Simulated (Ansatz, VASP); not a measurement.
# Zr (Zirconium): VASP beside Ansatz

Aim: how closely do two programs agree when they are given the same cell, functional and k mesh? The cell is taken from a series of runs on this material, whose earlier steps may have relaxed, scaled, displaced or heated it; both programs get it as it stands.

Main program and level: Ansatz 0.2.0; plane waves, with VASP 6.6.1 beside it; PBEsol.

**1. Starting point**

Symmetry: P6_3/mmc, No. 194, hexagonal system. The conventional cell has a = 3.107 Å, b = 3.107 Å, c = 5.050 Å, α = 90.00°, β = 90.00°, γ = 120.00°. Nearest to Zr lie 12 Zr at 3.10 to 3.11 Å.

**2. Ansatz: zone-centre phonons, PBEsol, pair 1**

Ansatz runs on its PAW soft_1 files.

Second derivatives magnify differences that forces hide, and they need a tight electronic threshold.

Contents of input.yaml:

```yaml
crystal:
  lattice:
    - [3.1073648479, 0.0, 0.0]
    - [-1.553682424, 2.6910568971, 0.0]
    - [0.0, 0.0, 5.0500635811]
  atoms:
    - { symbol: Zr, position: [0.3333333333, 0.6666666667, 0.25] }
    - { symbol: Zr, position: [0.6666666667, 0.3333333333, 0.75] }
kpoints:
  mp_grid: { grid: [15, 15, 8] }
hamiltonian:
  xc: pbesol
  pseudopotentials: { kind: paw, azcp: { folder: soft_1 }, xc_functional: pbe }
scf:
  occupations: { method: methfessel_paxton, width: 0.2 }
output:
  eigenvalues: true
phonons:
  method: dfpt
```

Launch:

```sh
$ ansatz run input.yaml --threads 4 --pin off --max-ram 10240MiB --backend cpu --events-out ev --progress --plain --runs-dir out
```

Numbers of over 12 decimals in the logs are rounded to 6 here.

The program printed:

```text
zone centre: on kpoints.mp_grid the ground state, and the responses unless they are solved on pairs of k-points, stand on 320 of the mesh's 1800 k-points, reduced under 4 symmetry operations, with k and −k counted as one. Each operation leaves every solved displacement unchanged or reverses it
Engine: ansatz 0.2.0, aarch64-unknown-linux-gnu
Pseudopotentials: kind: paw
Pseudopotential: Zr, paw, valence charge 12, recommended cutoff 420 eV (normal), soft_1/Zr.paw.azcp
Functional definition: PBEsol
  exchange = pbesol_x
  correlation = pbesol_c
Crystal: 2 atoms, lattice volume = 42.229 Å³
Basis set: ecut = 420 eV, 833 PW (Γ), exchange–correlation on 48×48×72 points (8 copies of the dense FFT grid, shifted against one another)
Bands: 16, of which v1, the nominal top of the filled ones, is band 12 counted from 1 (11 counted from 0)
Symmetry: 24 space group operations
k-points: 320 of 1800 (irreducible under 4 space group operations, time reversal used)
Non-local potential: Zr, projectors of the file, l = 0: 3, l = 1: 2, l = 2: 2, l = 3: 1
PAW form: soft (Blöchl's): semilocal exchange-correlation on the pseudo side does not see the compensation charge
PAW frozen core: Zr, regenerated for the run's functional, and the local potential with it (the file was generated under x = pbe(κ = 0.804, μ = 0.219515), c = pbe(β = 0.066725))
PAW one-centre angular grid: Zr, 590 points (default); XC on 64 Gauss nodes
Initial density: superposition of atomic densities (chi_scale 0.1, normalization cell)
Initial wavefunctions: pseudopotential atomic-orbital guess
Functional: x = pbesol(κ = 0.804, μ = 0.123457), c = pbesol(β = 0.046)
SCF iter   1: F=—  HF=-8257.442706 eV  |F-HF|=—  |Δ(HF+E_count)|=         —  Δρ=3.03e-2  dr2=4.71e-1  ethr=3.10e-3  ⟨swp⟩=5.1  Hψ=47495  notcnv=0
automatic band count: the SCF goes on with 20 bands, as 16 were too few: they end inside the smearing window of the response
preconditioner: auto → none  [metal: Δε(μ)=0.010 eV  Ē_g=5.605 eV  σ=0.200 eV  W_gap=0.04  n_scr=8 (ndim 8)  ℏωp=16.2 eV  f_vac=0.000  D(μ)=1.95/eV (n_scr^D=22)  sad-step TF]
SCF iter   2: F=—  HF=-8257.327595 eV  |F-HF|=—  |Δ(HF+E_count)|=   1.15e-1  S|Δr|=    0.00e0  Δρ=1.89e-2  dr2=1.81e-1  ethr=1.96e-3  ⟨swp⟩=1.1  Hψ=9030  notcnv=0  defer=1
SCF iter   3: F=—  HF=-8257.262372 eV  |F-HF|=—  |Δ(HF+E_count)|=   6.52e-2  S|Δr|=    0.00e0  Δρ=1.06e-3  dr2=4.19e-4  ethr=7.55e-4  ⟨swp⟩=3.0  Hψ=11637  notcnv=0  defer=1
SCF iter   4: F=—  HF=-8257.262322 eV  |F-HF|=—  |Δ(HF+E_count)|=   5.00e-5  S|Δr|=    0.00e0  Δρ=1.89e-4  dr2=5.93e-6  ethr=1.75e-6  ⟨swp⟩=2.0  Hψ=9654  notcnv=0  defer=1
SCF iter   5: F=—  HF=-8257.262325 eV  |F-HF|=—  |Δ(HF+E_count)|=   2.44e-6  S|Δr|=    0.00e0  Δρ=2.85e-5  dr2=1.01e-7  ethr=2.47e-8  ⟨swp⟩=2.0  Hψ=9697  notcnv=0  defer=1
SCF iter   6: F=—  HF=-8257.262324 eV  |F-HF|=—  |Δ(HF+E_count)|=   4.92e-7  S|Δr|=    0.00e0  Δρ=3.62e-6  dr2=4.78e-9  ethr=4.20e-10  ⟨swp⟩=2.1  Hψ=9859  notcnv=0  defer=163
SCF iter   7: F=—  HF=-8257.262324 eV  |F-HF|=—  |Δ(HF+E_count)|=   1.68e-9  S|Δr|=    0.00e0  Δρ=7.30e-7  dr2=9.50e-11  ethr=1.99e-11  ⟨swp⟩=2.3  Hψ=9742  notcnv=0  defer=163
SCF iter   8: F=-8257.262324 eV  HF=-8257.262324 eV  |F-HF|=1.82e-12  |Δ(HF+E_count)|=  2.36e-11  S|Δr|=    0.00e0  Δρ=6.66e-8  dr2=7.08e-13  ethr=1.00e-12  ⟨swp⟩=9.9  Hψ=29490  notcnv=0
SCF 1 converged in 8 iterations: F = -8257.262324 eV  dr2 = 7.08e-13
  greatest PAW one-centre occupation: 0.996 electrons in one spin orbital (limit 2), on the Zr atom at site 1 (counted from 0), in its partial waves of l = 0
DFPT response loops at Γ: preconditioner auto → Kerker (q_TF=auto, 2.483 Å⁻¹) (partly filled bands, converged f_vac=0.000); β = 1.00, the filter's whole step (`scf.mixing.beta` (0.50) is not read by the response loops under this deck's `scf.mixing.preconditioner`; to damp them name `kerker` or `kerker_dos`, under which they read `scf.mixing.beta`, and type it under 1.00, their step now; both keys bind the ground state too); Broyden in place of MSR1
SCF converged after 8 iterations
Stability not checked: this state was not tested for a lower state beside it, because cold or Methfessel-Paxton smearing, or corrected tetrahedra, fill the levels in a way that the test cannot read (fill_not_monotonic; see scf.lower_state_search)
Free energy (F): -8257.262324 eV
Harris-Foulkes:  -8257.262324 eV  (|F-HF|=1.82e-12)
Internal energy: -8257.264039 eV  (E = F + TS)
E sigma→0 (E₀):  -8257.262753 eV
Entropy (-TS):   0.001715 eV (0.857 meV/atom)
Fermi energy:    15.505822 eV
--- Per-component energies (eV) ---
  E_band       = -154.430321
  E_kinetic    = 636.388510
  E_local      = -1118.610665  (includes V_loc(G=0)·N_el)
  E_nonlocal   = 154.743973
  E_hartree    = 365.407395
  E_xc         = -308.583317
  E_vxc        = -366.500541  (∫ρ·V_xc dr)
  E_paw        = -5820.200168  (= ΣΔE_a)
  E_vpaw       = -191.266341  (= ΣTr[D̂ρ^β])
  E_aug_tail   = -0.000049  (compensation charges beyond the density's cutoff)
  E_ewald      = -2166.741160
  E_core_change = 0.331442  (= ΣΔE_core)
  E_smearing   = 0.001715  (= −TS)
  E_closure    = -0.000000  (closes the sum)
  Σ components = -8257.262324   (vs F -8257.262324, Δ=0.00e0)
--- Band table (eV; the first three rows and the last of 320) ---
  k-point 0: bands = [... 8 lower, 9.6758, 12.1806, 16.3441, 16.3902, 16.3902, 16.9238, 17.1334, 17.1334, ... 4 higher]
  k-point 1: bands = [... 8 lower, 9.8188, 12.1866, 16.2388, 16.3281, 16.3281, 16.6535, 17.0331, 17.0331, ... 4 higher]
  k-point 2: bands = [... 8 lower, 10.2246, 12.1558, 15.9645, 16.0591, 16.2357, 16.2357, 16.7939, 16.7939, ... 4 higher]
  k-point 319: bands = [... 8 lower, 13.0278, 13.0278, 14.7704, 14.7704, 15.5821, 15.5821, 17.4576, 17.4576, ... 4 higher]
--- Phonons (Γ-DFPT): 2 representative perturbations + reference, on 320 of 1800 k-points (Σ response iterations 6) ---
  k mesh reduced under 4 symmetry operations, with k and −k counted as one. Each operation leaves every solved displacement unchanged or reverses it
  ASR residual: 5.064e-5 → 0.000e0 eV/Å²; symmetrization residual: 2.635e-10 eV/Å²
  ASR residual per site (eV/Å²): 5.06e-5 5.06e-5
  Γ frequencies (cm⁻¹): 0.00 0.00 0.00 51.81 51.81 192.25
  non-analytic LO–TO correction: not included (Born effective charges unavailable; polar crystals: no LO–TO splitting at Γ)
```

**3. VASP: zone-centre phonons, PBEsol, pair 1**

The same cell, functional, mesh and smearing now go to VASP, with its own data sets.

Lines of VASP's logs that name or quote its potential files are left out, and so is its time.

Contents of INCAR:

```
SYSTEM = Zr
PREC = Accurate
ENCUT = 500
EDIFF = 1E-08
NELM = 120
ISMEAR = 1
SIGMA = 0.2
LREAL = .FALSE.
ALGO = Normal
GGA = PS
NBANDS = 18
LASPH = .TRUE.
LORBIT = 11
LWAVE = .FALSE.
LCHARG = .FALSE.
ISIF = 2
IBRION = 8
GGA_COMPAT = .FALSE.
KPAR = 2
```

Contents of POSCAR:

```
Zr
1.0
    3.1073648479      0.0000000000      0.0000000000
   -1.5536824240      2.6910568971      0.0000000000
    0.0000000000      0.0000000000      5.0500635811
Zr
2
Direct
    0.3333333334      0.6666666668      0.2500000000
    0.6666666668      0.3333333334      0.7500000000
```

Contents of KPOINTS:

```
Automatic mesh
0
Gamma
15 15 8
0 0 0
```

PAW data sets: Zr_sv (PBE family, release 64).

Launch:

```sh
$ mpirun -np 2 vasp_std
```

The program printed:

```text
[banner, memory and clock lines left out]
running    2 mpi-ranks, on    1 nodes
 distrk:  each k-point on    1 cores,    2 groups
 distr:  one band on    1 cores,    1 groups

 POSCAR found type information on POSCAR Zr
 POSCAR found :  1 types and       2 ions
|                                                                             |
|               ----> ADVICE to this user running VASP <----                  |
|                                                                             |
|     You enforced a specific xc type in the INCAR file but a different       |
|     [... a line on the potential file left out ...]
|     I HOPE YOU KNOW WHAT YOU ARE DOING!                                     |
|                                                                             |

 LDA part: xc-table for (Slater+PW92), standard interpolation
 POSCAR, INCAR and KPOINTS ok, starting setup
 FFT: planning ... GRIDC
 FFT: planning ... GRID_SOFT
 FFT: planning ... GRID
 WAVECAR not read
 entering main loop
       N       E                     dE             d eps       ncg     rms          rms(c)
DAV:   1     0.211972953745E+03    0.21197E+03   -0.13075E+04  4860   0.130E+03
DAV:   2    -0.292275064478E+01   -0.21490E+03   -0.21134E+03  5704   0.379E+02
DAV:   3    -0.184705033421E+02   -0.15548E+02   -0.15418E+02  8846   0.746E+01
DAV:   4    -0.187881212685E+02   -0.31762E+00   -0.31732E+00  5648   0.115E+01
DAV:   5    -0.187974151816E+02   -0.92939E-02   -0.92896E-02  7234   0.135E+00    0.181E+01
DAV:   6    -0.182120307640E+02    0.58538E+00   -0.87764E-01  5258   0.758E+00    0.756E+00
DAV:   7    -0.181004302853E+02    0.11160E+00   -0.61726E-01  7144   0.546E+00    0.116E+00
DAV:   8    -0.181058604937E+02   -0.54302E-02   -0.40116E-02  6270   0.165E+00    0.256E-01
DAV:   9    -0.181060575526E+02   -0.19706E-03   -0.11883E-03  6294   0.327E-01    0.321E-02
DAV:  10    -0.181060293692E+02    0.28183E-04   -0.33277E-05  6764   0.427E-02    0.232E-02
DAV:  11    -0.181060312165E+02   -0.18472E-05   -0.93843E-06  5380   0.357E-02    0.329E-03
DAV:  12    -0.181060310282E+02    0.18830E-06   -0.32926E-07  6814   0.359E-03    0.244E-03
DAV:  13    -0.181060307887E+02    0.23946E-06   -0.41859E-08  4688   0.184E-03    0.814E-04
DAV:  14    -0.181060307389E+02    0.49758E-07   -0.10750E-08  2894   0.123E-03    0.117E-04
DAV:  15    -0.181060307396E+02   -0.61527E-09   -0.10187E-09  2776   0.252E-04
   1 F= -.18106031E+02 E0= -.18106601E+02  d E =0.171085E-02
 Linear response reoptimize wavefunctions to high precision
DAV:   1    -0.181060307387E+02    0.81764E-09   -0.42087E-10  2918   0.179E-04
DAV:   2    -0.181060307387E+02   -0.59117E-11   -0.17913E-10  2764   0.850E-05
 Linear response DOF=           2
 Linear response progress:
  Degree of freedom:   1/  2
       N       E                     dE             d eps       ncg     rms          rms(c)
RMM:   1    -0.663739251441E+00   -0.66374E+00    0.27244E+00 22037   0.133E+01
RMM:   2    -0.614397791346E+00    0.49341E-01   -0.23315E-01 32830   0.267E+00    0.251E-01
RMM:   3    -0.616019467308E+00   -0.16217E-02   -0.36535E-02 40421   0.937E-01    0.847E-02
RMM:   4    -0.618265096234E+00   -0.22456E-02   -0.49803E-03 48688   0.351E-01    0.247E-02
RMM:   5    -0.618823591246E+00   -0.55850E-03   -0.85899E-04 48328   0.145E-01    0.176E-02
RMM:   6    -0.618835572510E+00   -0.11981E-04   -0.19976E-04 51120   0.615E-02    0.142E-02
RMM:   7    -0.618730817060E+00    0.10476E-03   -0.66074E-05 49967   0.344E-02    0.244E-03
RMM:   8    -0.618712324008E+00    0.18493E-04   -0.20539E-05 51584   0.150E-02    0.941E-04
RMM:   9    -0.618706229442E+00    0.60946E-05   -0.77609E-06 53203   0.851E-03    0.319E-04
RMM:  10    -0.618698425509E+00    0.78039E-05   -0.36948E-06 52083   0.489E-03    0.309E-04
RMM:  11    -0.618698240290E+00    0.18522E-06   -0.17576E-06 52994   0.318E-03    0.579E-05
RMM:  12    -0.618698348312E+00   -0.10802E-06   -0.84200E-07 53711   0.213E-03    0.323E-05
RMM:  13    -0.618698772330E+00   -0.42402E-06   -0.17010E-07 52722   0.156E-03    0.450E-05
RMM:  14    -0.618698108678E+00    0.66365E-06    0.19727E-07 51741   0.121E-03    0.181E-05
[...]
RMM:  18    -0.618698344452E+00   -0.32145E-07    0.55309E-07 52024   0.603E-04    0.582E-05
RMM:  19    -0.618698326467E+00    0.17985E-07    0.51978E-07 48355   0.537E-04    0.564E-05
RMM:  20    -0.618698130698E+00    0.19577E-06    0.52425E-07 46082   0.489E-04    0.422E-05
RMM:  21    -0.618698043601E+00    0.87096E-07    0.50341E-07 48499   0.440E-04    0.405E-05
RMM:  22    -0.618698113871E+00   -0.70270E-07    0.47433E-07 47592   0.402E-04    0.494E-05
RMM:  23    -0.618698107404E+00    0.64668E-08    0.45040E-07 48581   0.371E-04    0.505E-05
RMM:  24    -0.618698160093E+00   -0.52688E-07    0.42198E-07 47477   0.346E-04    0.578E-05
RMM:  25    -0.618698107524E+00    0.52569E-07    0.40177E-07 45819   0.325E-04    0.558E-05
 first order change of Fermi-energy   0.15439E-04
 force on displaced ion       1 direction 1 :  -0.460  -0.000   0.000
 Linear response progress:
  Degree of freedom:   2/  2
       N       E                     dE             d eps       ncg     rms          rms(c)
RMM:   1    -0.795121408302E+00   -0.79512E+00    0.29848E+00  7606   0.135E+01
RMM:   2    -0.746009565876E+00    0.49112E-01   -0.26791E-01 11174   0.277E+00    0.267E-01
RMM:   3    -0.749490207781E+00   -0.34806E-02   -0.45837E-02 13614   0.985E-01    0.943E-02
RMM:   4    -0.752168780234E+00   -0.26786E-02   -0.65480E-03 15279   0.366E-01    0.315E-02
RMM:   5    -0.752439582785E+00   -0.27080E-03   -0.10526E-03 16299   0.151E-01    0.199E-02
RMM:   6    -0.752297433004E+00    0.14215E-03    0.45653E-04 16810   0.676E-02    0.150E-02
RMM:   7    -0.752183046824E+00    0.11439E-03    0.11908E-04 16732   0.369E-02    0.545E-03
RMM:   8    -0.752182332786E+00    0.71404E-06   -0.33132E-05 16590   0.199E-02    0.119E-03
RMM:   9    -0.752167143444E+00    0.15189E-04   -0.40058E-05 17514   0.107E-02    0.342E-04
RMM:  10    -0.752164399754E+00    0.27437E-05   -0.14262E-05 17678   0.603E-03    0.267E-04
RMM:  11    -0.752165368370E+00   -0.96862E-06   -0.15399E-05 17576   0.365E-03    0.152E-04
RMM:  12    -0.752166785991E+00   -0.14176E-05   -0.11339E-05 17227   0.261E-03    0.536E-05
RMM:  13    -0.752166844783E+00   -0.58792E-07   -0.12182E-05 17793   0.184E-03    0.390E-05
RMM:  14    -0.752166591586E+00    0.25320E-06   -0.45208E-06 16685   0.142E-03    0.205E-05
RMM:  15    -0.752166606627E+00   -0.15042E-07   -0.55318E-06 16820   0.112E-03    0.447E-05
RMM:  16    -0.752166437937E+00    0.16869E-06   -0.29214E-06 17738   0.889E-04    0.552E-05
RMM:  17    -0.752166465790E+00   -0.27853E-07   -0.22297E-06 16932   0.724E-04    0.654E-05
RMM:  18    -0.752166313490E+00    0.15230E-06   -0.36692E-07 17365   0.606E-04    0.765E-05
RMM:  19    -0.752166255530E+00    0.57960E-07    0.54127E-07 15862   0.523E-04    0.755E-05
RMM:  20    -0.752166316729E+00   -0.61198E-07    0.37758E-07 16668   0.451E-04    0.816E-05
RMM:  21    -0.752166357927E+00   -0.41199E-07    0.47919E-08 16941   0.397E-04    0.893E-05
 first order change of Fermi-energy  -0.11641E-03
 force on displaced ion       1 direction 3 :  -0.000   0.000  -6.237
 Linear response finished
```

From OUTCAR (step 3):

```text
ion  position               nearest neighbor table
   1  0.333  0.667  0.250-   2 3.10   2 3.10   2 3.10   2 3.10   2 3.10   2 3.10
   2  0.667  0.333  0.750-   1 3.10   1 3.10   1 3.10   1 3.10   1 3.10   1 3.10

  LATTYP: Found a hexagonal cell.
 ALAT       =     3.1073648479
 C/A-ratio  =     1.6251917069

 Subroutine GETGRP returns: Found 24 space group operations
 (whereof 12 operations were pure point group operations)

The static configuration has the point symmetry D_3d.
 The point group associated with its full space group is D_6h.

 Found    135 irreducible k-points:

   k-points           NKPTS =    135   k-points in BZ     NKDIM =    135   number of bands    NBANDS=     18

   dimension x,y,z NGX =    24 NGY =   24 NGZ =   40
   dimension x,y,z NGXF=    48 NGYF=   48 NGZF=   80

   ENCUT  =  500.0 eV  36.75 Ry    6.06 a.u.   5.67  5.67  9.21*2*pi/ulx,y,z

   NELECT =      24.0000    total number of electrons

 k-points in reciprocal lattice and weights: Automatic mesh
   0.00000000  0.00000000  0.00000000       0.001
   0.06666667 -0.00000000  0.00000000       0.003
   0.13333333  0.00000000  0.00000000       0.003
   0.20000000  0.00000000  0.00000000       0.003
   0.26666667  0.00000000  0.00000000       0.003
   0.33333333  0.00000000  0.00000000       0.003
   0.40000000  0.00000000  0.00000000       0.003
   0.46666667  0.00000000  0.00000000       0.003
   0.06666667  0.06666667  0.00000000       0.003
[...]
0.33333333  0.26666667  0.50000000       0.007
   0.33333333  0.33333333  0.50000000       0.001

 average (electrostatic) potential at core
       1 -73.0216       2 -73.0216

  Total        1.7574094      1.7574094      1.7535057     -0.0000000     -0.0000000      0.0000000
  in kB       66.6763082     66.6763082     66.5282023     -0.0000000     -0.0000000      0.0000000
  external PRESSURE =      66.6269396 kB  Pullay stress =       0.0000000 kB

  energy-cutoff  :      500.00
  volume of cell :       42.23
      direct lattice vectors                 reciprocal lattice vectors
     3.107364848  0.000000000  0.000000000     0.321816088  0.185800605  0.000000000
    -1.553682424  2.691056897  0.000000000     0.000000000  0.371601210  0.000000000
     0.000000000  0.000000000  5.050063581     0.000000000  0.000000000  0.198017309

 POSITION                                       TOTAL-FORCE (eV/Angst)
 -----------------------------------------------------------------------------------
     -0.00000      1.79404      1.26252        -0.000000      0.000000      0.000000
      1.55368      0.89702      3.78755         0.000000     -0.000000      0.000000
 -----------------------------------------------------------------------------------
    total drift:                               -0.000000     -0.000000      0.000000

 Eigenvectors and eigenvalues of the dynamical matrix
 ----------------------------------------------------

   1 f  =    5.780814 THz    36.321928 2PiTHz  192.827210 cm-1    23.907516 meV
             X         Y         Z           dx          dy          dz
     -0.000000  1.794038  1.262516     0.000000    0.000000   -0.707107
      1.553682  0.897019  3.787548    -0.000000    0.000000    0.707107

   2 f  =    1.569468 THz     9.861257 2PiTHz   52.351808 cm-1     6.490794 meV
             X         Y         Z           dx          dy          dz
     -0.000000  1.794038  1.262516     0.538801   -0.457923    0.000000
      1.553682  0.897019  3.787548    -0.538801    0.457923    0.000000

   3 f  =    1.569468 THz     9.861257 2PiTHz   52.351808 cm-1     6.490794 meV
             X         Y         Z           dx          dy          dz
     -0.000000  1.794038  1.262516    -0.457923   -0.538801   -0.000000
      1.553682  0.897019  3.787548     0.457923    0.538801    0.000000

   4 f  =    0.000000 THz     0.000000 2PiTHz    0.000001 cm-1     0.000000 meV
             X         Y         Z           dx          dy          dz
     -0.000000  1.794038  1.262516    -0.152328    0.690504    0.000000
      1.553682  0.897019  3.787548    -0.152328    0.690504    0.000000

   5 f  =    0.000000 THz     0.000000 2PiTHz    0.000000 cm-1     0.000000 meV
             X         Y         Z           dx          dy          dz
     -0.000000  1.794038  1.262516     0.690504    0.152328   -0.000000
      1.553682  0.897019  3.787548     0.690504    0.152328    0.000000

   6 f  =    0.000000 THz     0.000000 2PiTHz    0.000000 cm-1     0.000000 meV
             X         Y         Z           dx          dy          dz
     -0.000000  1.794038  1.262516    -0.000000    0.000000    0.707107
      1.553682  0.897019  3.787548     0.000000    0.000000    0.707107

 ELASTIC MODULI CONTR FROM IONIC RELAXATION (kBar)
 Direction    XX          YY          ZZ          XY          YZ          ZX
 --------------------------------------------------------------------------------
 XX        -143.0467    143.0467      0.0000      0.0000      0.0000      0.0000
 YY         143.0467   -143.0467     -0.0000      0.0000      0.0000     -0.0000
 ZZ           0.0000     -0.0000     -0.0000     -0.0000      0.0000     -0.0000
 XY           0.0000      0.0000     -0.0000   -143.0467      0.0000     -0.0000
 YZ           0.0000      0.0000      0.0000      0.0000      0.0000      0.0000
 ZX           0.0000     -0.0000     -0.0000     -0.0000      0.0000     -0.0000
 --------------------------------------------------------------------------------
```

**4. Side by side**

Known differences besides the potentials themselves: the cutoff is 420 eV in Ansatz and 500 eV in VASP; Ansatz makes its cores anew for this functional, VASP keeps those of its PBE data sets. Total energies have different zeros and are not compared.

Both answers:

```tsv
quantity	Ansatz	VASP	difference
optical mode 1 to 2 (cm⁻¹)	51.8	52.4	-1.03 %
optical mode 3 (cm⁻¹)	192.2	192.8	-0.30 %
```

Modes are paired by rising frequency, not by their patterns, so a pair may set unlike modes beside each other; they are those without the splitting of longitudinal modes.

(Continued in part 2 of 2.)

[Lines on the potential files, build, host, timing and source positions are cut from VASP's logs without a mark.]

[Logs are printed without paths, hosts, clocks, repeated set-up lines and the standing remarks that a program may print on its own settings, such as how far it seeks lower states.]

[Hosts, paths, dates, database ids (printed as entryN), source tags and the programs' standing remarks are cut or masked in the printed files.]
